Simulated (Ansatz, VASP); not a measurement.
# Al (Al wire along [110], 12 atoms a period): VASP beside Ansatz

One calculation is typed for both programs; each brings its own data sets. How far apart do they land? The cell is taken from a series of runs on this material, whose earlier steps may have relaxed, scaled, displaced or heated it; both programs get it as it stands.

Program: Ansatz 0.2.0. Level of theory: plane waves, with VASP 6.6.1 beside it; single point at HSE06. Results are calculated unless marked as measured.

## (1) The starting structure

The cell holds 12 atoms: 12 Al. Cell: a = 14.880 Å, b = 13.942 Å, c = 2.731 Å, α = 90.0°, β = 90.0°, γ = 90.0°. Vacuum lies along a and b. The structure's axis is c.

## (2) VASP: single point, HSE06

A single point gives forces, pressure and levels at one fixed geometry, so differences don't come from the geometry; what else differs is listed under the comparison.

Lines of VASP's logs that name or quote its potential files are left out, and so is its time.

The run reads the wave functions of an earlier VASP run, which isn't shown here.

INCAR reads:

```
SYSTEM = Al
PREC = Accurate
ENCUT = 400
EDIFF = 1E-06
NELM = 100
ISMEAR = -1
SIGMA = 0.05
LREAL = .FALSE.
ALGO = Normal
LHFCALC = .TRUE.
AEXX = 0.25
GGA = PE
HFSCREEN = 0.208
LASPH = .TRUE.
NBANDS = 30
PRECFOCK = Fast
LORBIT = 11
LWAVE = .FALSE.
LCHARG = .FALSE.
ISIF = 2
```

POSCAR reads:

```
Al
1.0
   14.8800000000      0.0000000000      0.0000000000
    0.0000000000     13.9420000000      0.0000000000
    0.0000000000      0.0000000000      2.7308377913
Al
12
Direct
    0.2191129630      0.4383067890      0.0000000000
    0.5018725020      0.2668341840      0.0000000000
    0.4954286620      0.4635930380      0.0000000000
    0.7844013480      0.4417231530      0.0000000000
    0.3584667410      0.3518037740      0.5000000000
    0.3477992610      0.5504362820      0.5000000000
    0.3523091110      0.7399070220      0.5000000000
    0.6409864040      0.3556448830      0.5000000000
    0.6384585170      0.5499117510      0.5000000000
    0.6491059180      0.7426122540      0.5000000000
    0.4983046280      0.6663418170      0.0000000000
    0.7852593220      0.6376894090      0.0000000000
```

KPOINTS reads:

```
Automatic mesh
0
Gamma
1 1 11
0 0 0
```

Potentials, in the order of the species: Al (PBE family, release 64).

The run is started by

```console
$ export OMP_NUM_THREADS=3
$ mpirun -np 1 vasp_std
```

Numbers of over 12 decimals in the logs are rounded to 6 here.

Log:

```text
[banner, memory and clock lines left out]
running    1 mpi-ranks, on    1 nodes
 distrk:  each k-point on    1 cores,    1 groups
 distr:  one band on    1 cores,    1 groups
 Offloading initialized ...    1 GPUs detected
 POSCAR found type information on POSCAR Al
 POSCAR found :  1 types and      12 ions
 LDA part: xc-table for (Slater+PW92), standard interpolation
 found WAVECAR, reading the header
 POSCAR, INCAR and KPOINTS ok, starting setup
 FFT: planning ... GRIDC
 FFT: planning ... GRID_SOFT
 FFT: planning ... GRID
 reading WAVECAR
 the WAVECAR file was read successfully
 initial charge from wavefunction
 entering main loop
       N       E                     dE             d eps       ncg     rms          rms(c)
DAV:   1    -0.439168631276E+02   -0.43917E+02   -0.45577E+00   504   0.759E+00    0.307E+01
DAV:   2    -0.439378417165E+02   -0.20979E-01   -0.81122E-02   548   0.139E+00    0.207E+01
DAV:   3    -0.439328087718E+02    0.50329E-02   -0.56909E-03   540   0.304E-01    0.131E+01
DAV:   4    -0.439306514637E+02    0.21573E-02   -0.77330E-04   498   0.109E-01    0.771E+00
DAV:   5    -0.439298562885E+02    0.79518E-03   -0.25582E-04   508   0.589E-02    0.444E+00
DAV:   6    -0.439295817213E+02    0.27457E-03   -0.10622E-04   494   0.367E-02    0.251E+00
DAV:   7    -0.439294885686E+02    0.93153E-04   -0.34859E-05   556   0.205E-02    0.140E+00
DAV:   8    -0.439294591746E+02    0.29394E-04   -0.11202E-05   474   0.112E-02    0.794E-01
DAV:   9    -0.439294532890E+02    0.58856E-05   -0.43604E-06   396   0.734E-03    0.456E-01
DAV:  10    -0.439294559114E+02   -0.26224E-05   -0.21757E-06   350   0.588E-03    0.262E-01
DAV:  11    -0.439294613040E+02   -0.53926E-05   -0.13437E-06   310   0.520E-03    0.149E-01
DAV:  12    -0.439294675505E+02   -0.62465E-05   -0.10245E-06   316   0.477E-03    0.830E-02
DAV:  13    -0.439294736149E+02   -0.60644E-05   -0.73774E-07   310   0.418E-03    0.447E-02
DAV:  14    -0.439294794008E+02   -0.57859E-05   -0.55848E-07   318   0.366E-03    0.226E-02
[...]
DAV:  22    -0.439295081287E+02   -0.22480E-05   -0.78836E-08   324   0.116E-03    0.264E-03
DAV:  23    -0.439295101105E+02   -0.19817E-05   -0.64971E-08   318   0.102E-03    0.227E-03
DAV:  24    -0.439295118703E+02   -0.17598E-05   -0.52945E-08   318   0.906E-04    0.199E-03
DAV:  25    -0.439295134288E+02   -0.15585E-05   -0.44168E-08   318   0.803E-04    0.168E-03
DAV:  26    -0.439295147823E+02   -0.13535E-05   -0.35905E-08   318   0.713E-04    0.146E-03
DAV:  27    -0.439295159913E+02   -0.12090E-05   -0.30086E-08   312   0.637E-04    0.122E-03
DAV:  28    -0.439295170589E+02   -0.10676E-05   -0.25615E-08   306   0.574E-04    0.106E-03
DAV:  29    -0.439295180065E+02   -0.94767E-06   -0.21494E-08   306   0.515E-04
   1 F= -.43929518E+02 E0= -.43918936E+02  d E =-.211647E-01
```

OUTCAR, selected parts (step 2):

```text
ion  position               nearest neighbor table
   1  0.219  0.438  0.000-   5 2.76   5 2.76   6 2.82   6 2.82
   2  0.502  0.267  0.000-   3 2.74   8 2.77   8 2.77   5 2.80   5 2.80
   3  0.495  0.464  0.000-   2 2.74   9 2.80   9 2.80  11 2.83   6 2.86   6 2.86   5 2.91   5 2.91
                             8 2.97   8 2.97
   4  0.784  0.442  0.000-  12 2.73   8 2.80   8 2.80   9 2.98   9 2.98
   5  0.358  0.352  0.500-   1 2.76   1 2.76   6 2.77   2 2.80   2 2.80   3 2.91   3 2.91
   6  0.348  0.550  0.500-   7 2.64   5 2.77   1 2.82   1 2.82   3 2.86   3 2.86  11 3.08  11 3.08

  LATTYP: Found a simple orthorhombic cell.
 ALAT       =     2.7308377913
 B/A-ratio  =     5.1053929473
 C/A-ratio  =     5.4488772813

 Subroutine GETGRP returns: Found  2 space group operations
 (whereof  2 operations were pure point group operations)

The static configuration has the point symmetry C_1h.

 Found      6 irreducible k-points:

   k-points           NKPTS =      6   k-points in BZ     NKDIM =     11   number of bands    NBANDS=     30

   dimension x,y,z NGX =    98 NGY =   96 NGZ =   18
   dimension x,y,z NGXF=   196 NGYF=  192 NGZF=   36

   ENCUT  =  400.0 eV  29.40 Ry    5.42 a.u.  24.27 22.74  4.45*2*pi/ulx,y,z

   NELECT =      36.0000    total number of electrons

 k-points in reciprocal lattice and weights: Automatic mesh
   0.00000000  0.00000000  0.00000000       0.091
   0.00000000  0.00000000  0.09090909       0.182
   0.00000000  0.00000000  0.18181818       0.182
   0.00000000  0.00000000  0.27272727       0.182
   0.00000000  0.00000000  0.36363636       0.182
   0.00000000  0.00000000  0.45454545       0.182

  exchange ACFDT corr.  =         0.00000000  see jH, gK, PRB 81, 115126

 average (electrostatic) potential at core
       1 -76.2903       2 -76.4770       3 -76.2740       4 -76.3854       5 -76.5597
       6 -76.2334       7 -76.3508       8 -76.4895       9 -76.2647      10 -76.5018
      11 -76.4042      12 -76.2856

 E-fermi :   0.3828

 k-point     1 :       0.0000    0.0000    0.0000
  band No.  band energies     occupation
    ...
     14      -2.6793      2.00000
     15      -2.0556      2.00000
     16      -1.9552      2.00000
     17      -1.6244      2.00000
     18      -0.7303      2.00000
     19       0.6024      0.02447
     20       0.6707      0.00630
     21       0.8999      0.00006
     22       1.5002      0.00000
     23       1.9578      0.00000
    ...

 k-point     2 :       0.0000    0.0000    0.0909
  band No.  band energies     occupation
    ...
     14      -2.5013      2.00000
     15      -1.8790      2.00000
     16      -1.7773      2.00000
     17      -1.4483      2.00000
     18      -0.5489      2.00000
     19       0.7616      0.00102
     20       0.8350      0.00024
     21       1.0629      0.00000
     22       1.6538      0.00000
     23       2.1150      0.00000
    ...

 k-point     3 :       0.0000    0.0000    0.1818
  band No.  band energies     occupation
    ...
     14      -1.9681      2.00000
     15      -1.3561      2.00000
     16      -1.2454      2.00000
     17      -0.9227      2.00000
     18      -0.0124      1.99926
     19       1.1843      0.00000
     20       1.3169      0.00000
     21       1.5385      0.00000
     22       1.9914      0.00000
     23       2.5459      0.00000
    ...

  Total       -0.0250486     -1.8764907     -1.9849729      0.0818699      0.0000000      0.0000000
  in kB       -0.0708386     -5.3068046     -5.6135972      0.2315319      0.0000000      0.0000000
  external PRESSURE =      -3.6637468 kB  Pullay stress =       0.0000000 kB

  energy-cutoff  :      400.00
  volume of cell :      566.53
      direct lattice vectors                 reciprocal lattice vectors
    14.880000000  0.000000000  0.000000000     0.067204301  0.000000000  0.000000000
     0.000000000 13.942000000  0.000000000     0.000000000  0.071725721  0.000000000
     0.000000000  0.000000000  2.730837791     0.000000000  0.000000000  0.366187989

 POSITION                                       TOTAL-FORCE (eV/Angst)
 -----------------------------------------------------------------------------------
      3.26040      6.11087      0.00000         0.091490     -0.077599      0.000000
      7.46786      3.72020      0.00000         0.139480      0.046145      0.000000
      7.37198      6.46341      0.00000         0.085198      0.045030      0.000000
     11.67189      6.15850      0.00000         0.034894      0.138450      0.000000
      5.33399      4.90485      1.36542        -0.132435      0.176033      0.000000
      5.17525      7.67418      1.36542         0.013526     -0.012584      0.000000
      5.24236     10.31578      1.36542        -0.012998     -0.005323      0.000000
      9.53788      4.95840      1.36542        -0.197451      0.064408      0.000000
      9.50026      7.66687      1.36542        -0.097879     -0.026332      0.000000
      9.65870     10.35350      1.36542        -0.013694     -0.136294      0.000000
      7.41477      9.29014      0.00000        -0.002542     -0.142850      0.000000
     11.68466      8.89067      0.00000         0.092412     -0.069084      0.000000
 -----------------------------------------------------------------------------------
    total drift:                                0.000122      0.000052     -0.000000

  FREE ENERGIE OF THE ION-ELECTRON SYSTEM (eV)
  ---------------------------------------------------
  free  energy   TOTEN  =       -43.9295180065 eV

  energy  without entropy=      -43.9083532637  energy(sigma->0) =      -43.91893564

 total charge
# of ion       s       p       d       tot
------------------------------------------
    1        0.554   0.309   0.000   0.863
    2        0.536   0.337   0.000   0.872
    3        0.499   0.378   0.000   0.876
    4        0.548   0.308   0.000   0.856
    5        0.516   0.340   0.000   0.856
    6        0.505   0.365   0.000   0.870
    7        0.554   0.309   0.000   0.863
    8        0.517   0.350   0.000   0.867
    9        0.495   0.387   0.000   0.882
   10        0.533   0.330   0.000   0.864
   11        0.517   0.336   0.000   0.853
   12        0.549   0.315   0.000   0.864
--------------------------------------------------
tot          6.323   4.063   0.000  10.386

[... 3 further parts left out ...]
```

(Continued in part 2 of 2.)

[Lines on the potential files, build, host, timing and source positions are cut from VASP's logs without a mark.]

[Logs are printed without paths, hosts, clocks, repeated set-up lines and the standing remarks that a program may print on its own settings, such as how far it seeks lower states.]

[Hosts, paths, dates, database ids (printed as entryN), source tags and the programs' standing remarks are cut or masked in the printed files.]
